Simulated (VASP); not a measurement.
Here is a VASP 6.6.1 calculation.

Contents of INCAR:

```
  ALGO = Normal
  EDIFF = 1E-7
  ENCUT = 520
  GGA = PE
  ISIF = 2
  ISMEAR = 0
  ISPIN = 2
  LASPH = True
  LCHARG = False
  LORBIT = 11
  LREAL = False
  LWAVE = False
  MAGMOM = 0 0 0 0 1
  NBANDS = 25
  NELM = 150
  PREC = Accurate
  SIGMA = 0.1
```

File KPOINTS:

```
k-points
0
Gamma
  4 4 4
```

Contents of POSCAR:

```
Na2Al2O
1.0
    2.6240004600     -2.8005103900      0.0000000000
    2.6240004600      2.8005103900      0.0000000000
    0.0000000000      0.0000000000      6.2962309700
Na Al O
2 2 1
Direct
    0.0000000000      0.5000000000      0.5000000000
    0.5000000000      0.0000000000      0.5000000000
    0.5000000000      0.5000000000      0.1726017400
    0.5000000000      0.5000000000      0.8273982600
    0.0000000000      0.0000000000      0.5000000000
```

Potentials or basis: VASP PAW PBE potentials, release 64 (Na_pv, Al, O).

The run is started by

```sh
$ cat potpaw_PBE.64/Na_pv/POTCAR potpaw_PBE.64/Al/POTCAR potpaw_PBE.64/O/POTCAR > POTCAR
$ mpirun -np 1 vasp_std > vasp.out
```

Predict the site moments.

Na -0.00; Al -0.03; O -0.04 μB.

What does it give for the net moment?

-0.40 μB per cell.

Predict the band gap on the k mesh.

none (metal or under the smearing width).

Estimate the largest force.

2.525 eV/Å.

Stress tensor (GPa, compression positive):
```
20.42  0.00  0.00
 0.00 22.60  0.00
 0.00  0.00 25.04
```

Caveat: the k mesh is coarse (spacing up to 0.41 Å⁻¹), so the values aren't converged; so large a pressure means that the cell lies far from this level's equilibrium, or that cutoff or potentials fall short; forces of over 1 eV/Å show positions far from the minimum, so gaps and moduli don't describe the material at rest.
